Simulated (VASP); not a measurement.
Input of a VASP 6.6.1 run:

File INCAR:

```
SYSTEM = Ge
ALGO = Normal ; EDIFF = 1E-7
EDIFFG = -0.01 ; ENCUT = 600
IBRION = 2 ; ISIF = 2
ISMEAR = 0 ; LASPH = .True.
LCHARG = .False. ; LMIXTAU = .True.
LREAL = .False. ; LWAVE = .False.
METAGGA = R2SCAN ; NELM = 80
NSW = 40 ; PREC = Accurate
SIGMA = 0.03
```

Contents of KPOINTS:

```
k-points
0
Gamma
  10 10 10
  0 0 0
```

File POSCAR:

```
Ge                                      
1.0
    0.0000000000      2.8383942281      2.8383942281
    2.8383942281      0.0000000000      2.8383942281
    2.8383942281      2.8383942281      0.0000000000
  Ge            
     2
Direct
     0.0000000000000000    0.0000000000000000    0.0000000000000000
     0.2500000000000000    0.2500000000000000    0.2500000000000000
```

Potentials or basis: VASP PAW PBE potentials, release 64 (Ge_d).

Launch:

```bash
$ cat potpaw_PBE.64/Ge_d/POTCAR > POTCAR
$ mpirun -np 1 vasp_std > vasp.out
```

(1) Predict the band gap on the k mesh.

Answers

(1) 0.31 eV, direct.

Caveat: the relaxation stopped at its first step, so nothing moved.

**What was measured.**

From “Temperature-dependent photoluminescence in Ge: experiment and theory”, 2020, arxiv:2003.00143, for a bulk crystal of Ge at 0 K: band gap 0.744 eV (indirect).

Against the measured gap of Ge, 0.744 eV (indirect; 0 K; “Temperature-dependent photoluminescence in Ge: experiment and theory”, 2020, arxiv:2003.00143), the calculated 0.31 eV is off by -0.44 eV. 3 values of this kind are on record (0.666 to 0.807 eV); this one was drawn at random among those near their median. Spin-orbit coupling on Ge is left out. The value is that of r2SCAN on a finite k mesh, which can miss the band edges, without temperature or zero-point motion.
